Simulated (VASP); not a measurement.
SnSe (relaxed from the zinc blende structure, space group F-43m) is relaxed at rising pressure, each step from the one before. Symmetry mostly holds the structure type, and other phases were not tried. The mesh follows the cell, and a change of mesh leaves a small step in the series.

Input:

```cif
data_SeSn
_chemical_formula_sum 'Sn1 Se1'
_space_group_name_H-M_alt 'P 1'
_space_group_IT_number 1
_cell_length_a 4.70468
_cell_length_b 4.70468
_cell_length_c 4.70468
_cell_angle_alpha 60.000
_cell_angle_beta 60.000
_cell_angle_gamma 60.000
loop_
_space_group_symop_operation_xyz
  'x, y, z'
loop_
_atom_site_label
_atom_site_type_symbol
_atom_site_fract_x
_atom_site_fract_y
_atom_site_fract_z
_atom_site_occupancy
Sn1 Sn 0.00000 0.00000 0.00000 1
Se1 Se 0.25000 0.25000 0.25000 1
```

Computed with PBEsol GGA, VASP's PBE PAW potentials (set 64) (plane waves; VASP 6.6.1). Run with 500 eV cut-off, 10×10×10 Γ-centred mesh, first-order Methfessel-Paxton smearing of 0.10 eV, potentials Sn_d Se.

Unless said otherwise, spin-orbit coupling is left out, though it shifts the bands of the heavy elements here.

| P (GPa) | V (Å³/atom) | H − H(0) (eV/atom) | space group | gap on the mesh (eV) | k-mesh |
|---|---|---|---|---|---|
| 0 | 36.82 | 0.000 | F-43m | 0.00 | 10×10×10 |
| 5 | 32.50 | 1.078 | F-43m | 0.00 | 10×10×10 |
| 10 | 29.78 | 2.047 | F-43m | 0.00 | 10×10×10 |
| 20 | 26.30 | 3.782 | F-43m | 0.00 | 11×11×11 |
| 30 | 24.18 | 5.354 | F-43m | 0.00 | 11×11×11 |
| 45 | 21.89 | 7.505 | F-43m | 0.00 | 11×11×11 |

Pressures at which the relaxation failed are left out.

The structure was generated: SnSe was put into the zinc blende type (F-43m), which need not be its known phase.
